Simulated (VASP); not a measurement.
## Cd (Cadmium): structure and properties in VASP

What structure does Cd (Cadmium) take at this level, and what are its properties? The steps: relaxing cell and atoms (LDA), second relaxation, density, ELF and potential (LDA), bands along the symmetry lines (LDA), density of states (LDA), volume scan with LDA, fit for LDA and zone-centre phonons (LDA). The start is a cell from a database of measured crystal structures.

Program: VASP 6.6.1. Level of theory: LDA; plane waves and PAW (Cd). Results are calculated unless marked as measured.

Report form: the programs' logs are mostly left out.

### Step 1. The structure

Before any relaxation, the start is as follows. Symmetry: P6_3/mmc, No. 194, hexagonal system. Conventional cell: a = 2.979 Å, b = 2.979 Å, c = 5.618 Å, α = 90.00°, β = 90.00°, γ = 120.00°. Nearest to Cd lie 12 Cd at 2.98 to 3.29 Å.

### Step 2. Relaxing cell and atoms (LDA)

The start need not lie at this functional's minimum. ISIF = 3 frees volume, shape and positions, and EDIFFG sets the threshold on forces and stress at which the search stops. LDA, the lowest rung, knows the local density alone.

File INCAR:

```
SYSTEM = Cd
PREC = Accurate
ENCUT = 400
EDIFF = 1E-06
NELM = 100
ISMEAR = 1
SIGMA = 0.2
LREAL = .FALSE.
ALGO = Normal
GGA = CA
NBANDS = 18
LORBIT = 11
LWAVE = .FALSE.
LCHARG = .FALSE.
KPAR = 2
IBRION = 2
NSW = 60
ISIF = 3
EDIFFG = -0.01
```

File POSCAR:

```
Cd
1.0
    2.9788700000      0.0000000000      0.0000000000
   -1.4894350000      2.5797770946      0.0000000000
    0.0000000000      0.0000000000      5.6176500000
Cd
2
Direct
    0.3333333333      0.6666666667      0.2500000000
    0.6666666667      0.3333333333      0.7500000000
```

File KPOINTS:

```
Automatic mesh
0
Gamma
10 10 5
0 0 0
```

PAW data sets: Cd (LDA family, release 64).

Run with:

```console
$ mpirun -np 2 vasp_std
```

Run time: 27 s. Hardware: 2 MPI ranks of AMD EPYC 7R43, shared host; peak memory 0.21 GiB; 43 s of CPU time.

The k-mesh is coarse for a metal. The run keeps the 24 symmetry operations of its start, so it cannot find a distortion of lower symmetry.

Step by step:

```
step  energy less that of the first step (eV)  largest force (eV/Å)  pressure (GPa)  volume (Å³)
   1                                   0.0000                0.0000           -4.90        43.17
   2                                  -0.0447                0.0000            2.04        39.17
   3                                  -0.0507                0.0000           -0.03        40.11
   4                                  -0.0533                0.0000            0.01        39.98
   5                                  -0.0539                0.0000            0.03        39.88
```

```
conventional cell, symmetrised  before  after  change
                         a (Å)   2.979  2.919  -2.0 %
                         b (Å)   2.979  2.919  -2.0 %
                         c (Å)   5.618  5.406  -3.8 %
              volume (Å³/atom)   21.59  19.94  -7.6 %
```

The relaxed structure:

```xyz
2
Lattice="2.9186 0.0000 0.0000 -1.4593 2.5276 0.0000 0.0000 0.0000 5.4055" Properties=species:S:1:pos:R:3 pbc="T T T"
Cd    0.0000    1.6851    1.3514
Cd    1.4593    0.8425    4.0541
```

This step gave:

```yaml
electrons: 24
bands: 18
irreducible_k_points: 42
symmetry_operations: 24
free_energy_toten: -3.069 eV
energy_at_zero_smearing: -3.069 eV
fermi_energy: 3.251 eV
pressure: 0.02936 GPa
metallic: yes
scf_cycles_over_all_ionic_steps: 41
```

It ends with forces that vanish by symmetry and a pressure of 0.03 GPa. The volume lies -7.6 % from that of the database's start, which holds the thermal and zero-point expansion of its experiment. LDA is known to overbind.

### Step 3. Second relaxation

The basis stayed that of the start cell while the cell moved. A rerun from the cell reached resets it; the error of the finite cutoff stays.

INCAR is that of step 2.

File POSCAR:

```
Cd
1.0
    2.9186188687      0.0000000000      0.0000000000
   -1.4593094343      2.5275980843      0.0000000000
    0.0000000000      0.0000000000      5.4055235617
Cd
2
Direct
    0.3333333333      0.6666666667      0.2500000000
    0.6666666667      0.3333333333      0.7500000000
```

KPOINTS is that of step 2.

Run with:

```console
$ mpirun -np 2 vasp_std
```

The job ended after 20 s (2 MPI ranks; peak memory 0.2 GiB; 31 s of CPU time).

Relaxation path:

```
step  energy less that of the first step (eV)  largest force (eV/Å)  pressure (GPa)  volume (Å³)
   1                                   0.0000                0.0000           -0.28        39.88
   2                                  -0.0001                0.0000            0.02        39.68
   3                                  -0.0001                0.0000            0.06        39.72
   4                                  -0.0001                0.0000            0.01        39.74
   5                                  -0.0001                0.0000            0.02        39.73
```

```
conventional cell, symmetrised  before  after  change
                         a (Å)   2.919  2.916  -0.1 %
                         b (Å)   2.919  2.916  -0.1 %
                         c (Å)   5.406  5.395  -0.2 %
              volume (Å³/atom)   19.94  19.87  -0.4 %
```

The relaxed structure:

```xyz
2
Lattice="2.9163 0.0000 0.0000 -1.4581 2.5256 0.0000 0.0000 0.0000 5.3946" Properties=species:S:1:pos:R:3 pbc="T T T"
Cd    0.0000    1.6837    1.3486
Cd    1.4581    0.8419    4.0459
```

Numbers from this step:

* free energy (TOTEN): -3.052 eV
* energy at zero smearing: -3.053 eV
* Fermi energy: 3.289 eV
* pressure: 0.02294 GPa
* SCF cycles over all ionic steps: 31

It ends with forces that vanish by symmetry and a pressure of 0.02 GPa.

### Step 4. Density, ELF and potential (LDA)

A single point on the relaxed cell gives a clean self-consistent state, with density, ELF and potential written out.

INCAR, as its differences from that of step 3:

```diff
@@ -13,7 +13,5 @@
 LWAVE = .FALSE.
-LCHARG = .FALSE.
-KPAR = 2
-IBRION = 2
-NSW = 60
-ISIF = 3
-EDIFFG = -0.01
+LCHARG = .TRUE.
+ISIF = 2
+LELF = .TRUE.
+LVHAR = .TRUE.
```

File POSCAR:

```
Cd
1.0
    2.9162855649      0.0000000000      0.0000000000
   -1.4581427824      2.5255773839      0.0000000000
    0.0000000000      0.0000000000      5.3945994618
Cd
2
Direct
    0.3333333333      0.6666666667      0.2500000000
    0.6666666667      0.3333333333      0.7500000000
```

KPOINTS is that of step 3.

Run with:

```console
$ mpirun -np 2 vasp_std
```

Elapsed: 8.8 s, on 2 MPI ranks; peak memory 0.17 GiB; 13 s of CPU time.

This step gave:

```
electronic steps        : 11
energy at zero smearing : -3.052 eV
pressure                : -0.02143 GPa
```

Valence electrons inside each PAW sphere by angular momentum. Sphere charges, by row:

```
atom  s (e)  p (e)  d (e)  tot (e)
 Cd1  0.539  0.354  9.471    10.36
 Cd2  0.539  0.354  9.471    10.36
```

ELF in the ac plane at fractional y = 0.333, with atoms of Cd within 0.2 Å of it. It is the smooth field of the valence electrons, not physical close to the nuclei.

Values, 24 rows by 15 columns, each cell a mean:
```
0.20 0.19 0.19 0.19 0.19 0.20 0.19 0.19 0.20 0.21 0.21 0.21 0.20 0.19 0.19
0.20 0.22 0.22 0.22 0.22 0.20 0.20 0.23 0.27 0.28 0.28 0.28 0.27 0.23 0.20
0.21 0.22 0.24 0.24 0.22 0.21 0.25 0.28 0.26 0.22 0.20 0.22 0.26 0.28 0.25
0.24 0.21 0.25 0.25 0.21 0.24 0.29 0.24 0.13 0.07 0.05 0.07 0.13 0.24 0.29
0.26 0.21 0.25 0.25 0.21 0.26 0.28 0.15 0.04 0.01 0.00 0.01 0.04 0.15 0.28
0.28 0.21 0.25 0.25 0.21 0.28 0.27 0.11 0.01 0.00 0.00 0.00 0.01 0.11 0.27
0.27 0.21 0.25 0.25 0.21 0.27 0.28 0.14 0.03 0.00 0.00 0.00 0.03 0.14 0.28
0.24 0.21 0.25 0.25 0.21 0.24 0.29 0.23 0.11 0.04 0.03 0.04 0.11 0.23 0.29
0.21 0.22 0.24 0.24 0.22 0.21 0.26 0.29 0.26 0.21 0.19 0.21 0.26 0.29 0.26
0.20 0.22 0.22 0.22 0.22 0.20 0.20 0.24 0.28 0.28 0.29 0.28 0.27 0.24 0.20
0.20 0.20 0.20 0.20 0.20 0.20 0.19 0.19 0.20 0.22 0.22 0.22 0.20 0.19 0.19
0.18 0.18 0.19 0.19 0.18 0.18 0.19 0.19 0.19 0.19 0.19 0.19 0.19 0.19 0.19
0.19 0.19 0.19 0.19 0.19 0.19 0.20 0.20 0.21 0.21 0.22 0.21 0.21 0.20 0.20
0.20 0.20 0.20 0.20 0.20 0.20 0.22 0.23 0.24 0.26 0.26 0.26 0.24 0.23 0.22
0.21 0.22 0.23 0.23 0.22 0.21 0.21 0.24 0.28 0.29 0.30 0.29 0.28 0.24 0.21
0.23 0.26 0.28 0.28 0.26 0.23 0.21 0.23 0.28 0.31 0.32 0.31 0.28 0.23 0.21
0.27 0.29 0.30 0.30 0.29 0.27 0.22 0.22 0.27 0.32 0.32 0.32 0.27 0.22 0.22
0.28 0.29 0.29 0.29 0.29 0.28 0.23 0.21 0.27 0.32 0.33 0.32 0.27 0.21 0.23
0.27 0.29 0.29 0.29 0.29 0.27 0.22 0.22 0.27 0.32 0.32 0.32 0.27 0.22 0.22
0.24 0.27 0.28 0.28 0.27 0.24 0.21 0.23 0.28 0.31 0.32 0.31 0.28 0.23 0.21
0.21 0.23 0.24 0.24 0.23 0.21 0.21 0.24 0.28 0.30 0.31 0.30 0.28 0.24 0.21
0.20 0.20 0.20 0.20 0.20 0.20 0.22 0.24 0.25 0.26 0.27 0.26 0.25 0.24 0.22
0.20 0.19 0.19 0.19 0.20 0.20 0.20 0.20 0.21 0.22 0.22 0.22 0.21 0.20 0.20
0.18 0.18 0.19 0.19 0.18 0.18 0.18 0.19 0.19 0.19 0.19 0.19 0.19 0.19 0.18
```
Columns run along a (2.9 Å), rows up along c (5.4 Å). Atoms in or near the plane, at fractional coordinates: Cd at (0.67, 0.75).

Valence density in the ac plane at fractional y = 0.333, with atoms of Cd within 0.2 Å of it. It is the smooth field of the valence electrons, not physical close to the nuclei.

Ten steps, logarithmic in the rise over the least value, from '0' (0.1 e/Å³) to '9' (9.7 e/Å³):
```
000000011222110
100001123343321
110011245565542
211112456777654
321123568898865
321123578999875
321123578999875
321123578999875
211112467888764
210012346676643
100001234454432
000000112232211
000000001111100
000000000000000
000000000000000
111111100000001
222222110000011
333332211000112
344443221111122
345543221111122
345543221111122
334433211101112
233332211000112
122221100000001
111111000000000
000000000000000
000000000010000
```
Columns run along a (2.9 Å), rows up along c (5.4 Å). Atoms in or near the plane, at fractional coordinates: Cd at (0.67, 0.75).

Electrostatic potential energy in the ac plane at fractional y = 0.333, with atoms of Cd within 0.2 Å of it. With pseudopotentials it is smooth inside the atoms' cores, unlike the true potential.

Values in eV, 24 rows by 15 columns, each cell a mean:
```
  1   1   2   2   1   1   0  -2  -3  -4  -5  -4  -3  -2   0
 -1   1   2   1   1  -1  -3  -6  -9 -10 -11 -10  -9  -6  -3
 -3   0   1   1   0  -3  -7 -11 -13 -14 -14 -14 -13 -11  -7
 -6  -2   0   0  -2  -6 -11 -13 -15 -16 -16 -16 -15 -13 -11
 -8  -3  -1  -1  -3  -8 -13 -15 -16 -16 -16 -16 -16 -15 -12
 -9  -4  -1  -1  -4  -9 -13 -15 -16 -16 -16 -16 -16 -15 -13
 -9  -3  -1  -1  -3  -9 -13 -15 -16 -16 -16 -16 -16 -15 -13
 -6  -2   0   0  -2  -7 -11 -14 -15 -16 -16 -16 -15 -14 -11
 -3   0   1   1   0  -3  -8 -11 -13 -14 -14 -14 -13 -11  -8
 -1   1   1   1   1  -1  -3  -6  -9 -10 -11 -10  -9  -6  -3
  1   1   2   2   1   1   0  -2  -4  -5  -5  -5  -4  -2   0
  1   1   2   2   1   1   1   0   0  -1  -1  -1   0   0   1
  1   1   0   0   1   1   1   1   1   1   1   1   1   1   1
 -1  -1  -2  -2  -1  -1   0   1   1   2   2   2   1   1   0
 -3  -5  -5  -5  -5  -3  -1   0   1   2   2   2   1   0  -1
 -6  -8  -9  -9  -8  -6  -3  -1   0   1   1   1   0  -1  -3
 -9 -11 -11 -11 -10  -8  -5  -2   0   1   1   1   0  -2  -5
 -9 -11 -12 -12 -11  -9  -6  -3   0   1   1   1  -1  -3  -6
 -9 -11 -11 -11 -10  -8  -5  -2   0   1   1   1   0  -2  -5
 -6  -8  -9  -9  -8  -6  -4  -1   0   1   1   1   0  -1  -4
 -3  -5  -6  -6  -5  -3  -2   0   1   2   2   2   1   0  -2
 -1  -2  -2  -2  -2  -1   0   1   1   2   2   2   1   1   0
  1   0   0   0   0   1   1   1   1   1   1   1   1   1   1
  1   1   1   1   1   1   1   1   0   0   0   0   0   1   1
```
Columns run along a (2.9 Å; values clipped at the 3rd and 97th percentile), rows up along c (5.4 Å). Atoms in or near the plane, at fractional coordinates: Cd at (0.67, 0.75).

In this run the pressure is -0.02 GPa, small enough to go on.

### Step 5. Bands along the symmetry lines (LDA)

The mesh alone shows little of the dispersion and can miss band extrema, so KPOINTS_OPT adds a path through the symmetry points after the self-consistent cycle.

File INCAR:

```
SYSTEM = Cd
PREC = Accurate
ENCUT = 400
EDIFF = 1E-06
NELM = 100
ISMEAR = 1
SIGMA = 0.2
LREAL = .FALSE.
ALGO = Normal
GGA = CA
NBANDS = 24
LORBIT = 11
LWAVE = .FALSE.
LCHARG = .FALSE.
KPAR = 2
```

POSCAR is that of step 4.

KPOINTS is that of step 4.

File KPOINTS_OPT:

```
Line mode
16
Line-mode
Reciprocal
  0.00000000   0.00000000   0.00000000 GAMMA
  0.50000000   0.00000000   0.00000000 M

  0.50000000   0.00000000   0.00000000 M
  0.33333333   0.33333333   0.00000000 K

  0.33333333   0.33333333   0.00000000 K
  0.00000000   0.00000000   0.00000000 GAMMA

  0.00000000   0.00000000   0.00000000 GAMMA
  0.00000000   0.00000000   0.50000000 A

  0.00000000   0.00000000   0.50000000 A
  0.50000000   0.00000000   0.50000000 L

  0.50000000   0.00000000   0.50000000 L
  0.33333333   0.33333333   0.50000000 H

  0.33333333   0.33333333   0.50000000 H
  0.00000000   0.00000000   0.50000000 A

  0.50000000   0.00000000   0.50000000 L
  0.50000000   0.00000000   0.00000000 M

  0.33333333   0.33333333   0.00000000 K
  0.33333333   0.33333333   0.50000000 H
```

Run with:

```console
$ mpirun -np 2 vasp_std
```

Run time: 28 s. Hardware: 2 MPI ranks; peak memory 0.22 GiB; 43 s of CPU time.

Spin-orbit coupling is off here; it would split degenerate levels.

This step gave:

```
bands    : 24
pressure : -0.02111 GPa
```

The electronic bands at the labelled points (eV, zero at the Fermi level; # counts the bands kept):

```
          point     #5     #6     #7     #8     #9    #10    #11    #12
              Γ  -8.75  -8.42  -8.42  -3.29  -2.70  11.62  14.80  15.42
0.47 of the way  -8.79  -8.41  -7.91  -1.84  -1.20   6.84  11.11  12.03
              M  -8.14  -8.11  -2.56  -1.90   2.28   3.17   3.73   5.68
0.47 of the way  -8.34  -8.31  -1.85  -1.46   2.88   3.76   4.01   5.24
              K  -8.57  -8.57   0.03   0.03   0.37   4.74   5.44   5.44
0.47 of the way  -8.49  -8.46  -6.57  -1.01   0.08   5.82   6.31  11.16
              Γ  -8.75  -8.42  -8.42  -3.29  -2.70  11.62  14.80  15.42
0.53 of the way  -8.68  -8.46  -8.46  -5.91   0.66   8.32  14.85  15.72
              A  -8.56  -8.56  -7.76  -7.76   4.35   4.35  15.13  15.13
0.53 of the way  -8.58  -8.58  -5.78  -5.78   5.86   5.86   7.22   7.22
              L  -8.12  -8.12  -1.74  -1.74   0.27   0.27   8.74   8.74
0.53 of the way  -8.40  -8.40  -0.73  -0.73   0.66   0.66   5.98   5.98
              H  -8.43  -8.43   1.04   1.04   1.77   1.77   1.98   1.98
0.47 of the way  -8.40  -8.40  -5.07  -5.07   6.39   6.39   7.25   7.25
              A  -8.56  -8.56  -7.76  -7.76   4.35   4.35  15.13  15.13
      jump to L  -8.12  -8.12  -1.74  -1.74   0.27   0.27   8.74   8.74
0.47 of the way  -8.13  -8.11  -2.25  -1.77   1.08   1.13   6.57   7.37
              M  -8.14  -8.11  -2.56  -1.90   2.28   3.17   3.73   5.68
      jump to K  -8.57  -8.57   0.03   0.03   0.37   4.74   5.44   5.44
0.47 of the way  -8.50  -8.50   0.30   0.30   0.75   3.32   3.32   3.71
              H  -8.43  -8.43   1.04   1.04   1.77   1.77   1.98   1.98
```

There is no gap at this level.

### Step 6. Density of states (LDA)

Here the states are counted by energy and projected on the atoms. The mesh is finer than in the run before.

INCAR, as its differences from that of step 5:

```diff
@@ -5,3 +5,3 @@
 NELM = 100
-ISMEAR = 1
+ISMEAR = -5
 SIGMA = 0.2
@@ -15 +15,2 @@
 KPAR = 2
+NEDOS = 2001
```

POSCAR is that of step 5.

File KPOINTS:

```
Automatic mesh
0
Gamma
15 15 7
0 0 0
```

Run with:

```console
$ mpirun -np 2 vasp_std
```

Elapsed: 29 s, on 2 MPI ranks; peak memory 0.26 GiB.

With tetrahedra the forces and stress of a metal are not exact derivatives of the energy.

Numbers from this step:

```
irreducible k points   : 108
free energy (TOTEN)    : -3.036 eV
Fermi energy           : 3.402 eV
pressure               : 0.01977 GPa
DOS at the Fermi level : 0.3970 states/eV/cell
```

The density of states has structure finer than the step of the table below, so its rows give means over 0.5 eV, whole bins alone (the curve runs from -12.0 to 7.88 eV). Peaks (eV: height): total -9.83: 14.0, -9.03: 14.0, -8.64: 14.5; Cd s -9.27: 0.155, -9.11: 0.181, 1.37: 0.294, 2.01: 0.235; Cd p 2.96: 0.239, 4.07: 0.226, 6.46: 0.333, 7.65: 0.339; Cd d -9.83: 12.4, -9.03: 12.9, -8.64: 13.8.

States under -12.0 eV and over 7.9 eV are left out. Density of states against energy, zero at the Fermi level; means over each step; values in states/eV/cell:

```
energy (eV)  total     Cd s    Cd p    Cd d
      -11.0      0        0       0       0
      -10.5  0.325  0.00352  4.2e-4   0.287
      -10.0   8.47    0.112  0.0287    7.47
       -9.5   9.65   0.0772  0.0435    8.73
       -9.0   12.2    0.114  0.0521    11.3
       -8.5   9.64   0.0755  0.0212    9.19
       -8.0  0.435   0.0783  0.0110   0.231
       -7.5  0.264   0.0824  0.0154  0.0453
       -7.0  0.309   0.0957  0.0226  0.0449
       -6.5  0.339    0.102  0.0296  0.0455
       -6.0  0.374    0.109  0.0373  0.0476
       -5.5  0.400    0.113  0.0456  0.0478
       -5.0  0.432    0.118  0.0546  0.0495
       -4.5  0.461    0.120  0.0649  0.0501
       -4.0  0.492    0.120  0.0768  0.0507
       -3.5  0.529    0.122  0.0905  0.0520
       -3.0  0.583    0.128   0.108  0.0546
       -2.5  0.615    0.132   0.120  0.0567
       -2.0  0.596    0.119   0.126  0.0525
       -1.5  0.680    0.121   0.155  0.0600
       -1.0  0.655    0.108   0.156  0.0593
       -0.5  0.496   0.0762   0.123  0.0454
        0.0  0.427   0.0626   0.105  0.0413
        0.5  0.502    0.110  0.0956  0.0562
        1.0  0.681    0.181   0.110  0.0760
        1.5  0.906    0.234   0.158  0.0940
        2.0  0.845    0.198   0.165  0.0821
        2.5  0.895    0.163   0.204  0.0863
        3.0  0.943    0.147   0.233  0.0905
        3.5  0.759    0.111   0.193  0.0748
        4.0  0.789    0.108   0.207  0.0780
        4.5  0.749    0.115   0.193  0.0726
        5.0  0.703    0.110   0.181  0.0694
        5.5  0.791    0.115   0.207  0.0827
        6.0  0.940    0.109   0.250   0.106
        6.5   1.13    0.112   0.306   0.131
        7.0  0.943   0.0849   0.262   0.109
        7.5   1.06   0.0823   0.299   0.122
```

The finer mesh and the other smearing move the Fermi level by +0.11 eV from the 10×10×5 run, one measure of the sampling error in the zero of the bands above. Of the states within 0.3 eV of the Fermi level, the largest shares in the PAW spheres are Cd p 25 %, Cd s 15 % and Cd d 10 %. The rest lies in smaller channels or between the spheres.

### Step 7. Volume scan with LDA, volume scale 0.94

An equation of state needs energies on both sides of the minimum, all on one mesh and cutoff.

File INCAR:

```
SYSTEM = Cd
PREC = Accurate
ENCUT = 400
EDIFF = 1E-06
NELM = 100
ISMEAR = 1
SIGMA = 0.2
LREAL = .FALSE.
ALGO = Normal
GGA = CA
NBANDS = 18
LORBIT = 11
LWAVE = .FALSE.
LCHARG = .FALSE.
KPAR = 2
ISIF = 2
```

File POSCAR:

```
Cd
1.0
    2.8567528284      0.0000000000      0.0000000000
   -1.4283764142      2.4740205218      0.0000000000
    0.0000000000      0.0000000000      5.2844746949
Cd
2
Direct
    0.3333333333      0.6666666667      0.2500000000
    0.6666666667      0.3333333333      0.7500000000
```

File KPOINTS:

```
Automatic mesh
0
Gamma
10 10 5
0 0 0
```

Run with:

```console
$ mpirun -np 2 vasp_std
```

Run time: 8.2 s. Hardware: 2 MPI ranks; peak memory 0.19 GiB; 12 s of CPU time.

The scan keeps the cell's shape and the fractional positions fixed.

This step gave:

* bands: 18
* irreducible k points: 42
* free energy (TOTEN): -2.996 eV
* energy at zero smearing: -2.997 eV
* Fermi energy: 3.817 eV
* pressure: 5.759 GPa

The pressure here is 5.76 GPa.

### Step 8. Volume scan with LDA, volume scale 0.96

INCAR is that of step 7.

File POSCAR:

```
Cd
1.0
    2.8768714689      0.0000000000      0.0000000000
   -1.4384357344      2.4914437755      0.0000000000
    0.0000000000      0.0000000000      5.3216905315
Cd
2
Direct
    0.3333333333      0.6666666667      0.2500000000
    0.6666666667      0.3333333333      0.7500000000
```

KPOINTS is that of step 7.

Run with:

```console
$ mpirun -np 2 vasp_std
```

Wall time 8.6 s (2 MPI ranks); peak memory 0.2 GiB; 13 s of CPU time.

This step gave:

| Quantity | Value |
| --- | --- |
| free energy (TOTEN) | -3.025 eV |
| energy at zero smearing | -3.025 eV |
| Fermi energy | 3.630 eV |
| pressure | 3.569 GPa |

The pressure falls from 5.76 to 3.57 GPa.

The run ends at a pressure of 3.57 GPa.

### Step 9. Volume scan with LDA, volume scale 0.98

INCAR is that of step 8.

File POSCAR:

```
Cd
1.0
    2.8967125888      0.0000000000      0.0000000000
   -1.4483562944      2.5086266894      0.0000000000
    0.0000000000      0.0000000000      5.3583930054
Cd
2
Direct
    0.3333333333      0.6666666667      0.2500000000
    0.6666666667      0.3333333333      0.7500000000
```

KPOINTS is that of step 8.

Run with:

```console
$ mpirun -np 2 vasp_std
```

Wall time 9.2 s (2 MPI ranks); peak memory 0.19 GiB; 14 s of CPU time.

The pressure falls from 3.57 to 1.65 GPa.

The run ends at a pressure of 1.65 GPa.

### Step 10. Volume scan with LDA, volume scale 1

INCAR is that of step 9.

File POSCAR:

```
Cd
1.0
    2.9162855649      0.0000000000      0.0000000000
   -1.4581427824      2.5255773839      0.0000000000
    0.0000000000      0.0000000000      5.3945994618
Cd
2
Direct
    0.3333333333      0.6666666667      0.2500000000
    0.6666666667      0.3333333333      0.7500000000
```

KPOINTS is that of step 9.

Run with:

```console
$ mpirun -np 2 vasp_std
```

The job ended after 8.8 s (2 MPI ranks; peak memory 0.19 GiB).

The pressure falls from 1.65 to -0.02 GPa.

The run ends at a pressure of -0.02 GPa.

[end of part 1 of 2]

[Lines on the potential files, build, host, timing and source positions are cut from VASP's logs without a mark.]

[Logs are printed without paths, hosts, clocks, repeated set-up lines and the standing remarks that a program may print on its own settings, such as how far it seeks lower states.]

[Hosts, paths, dates, database ids (printed as entryN), source tags and the programs' standing remarks are cut or masked in the printed files.]

[A measured line is paired with the nearest computed mode of its activity, which favours agreement.]
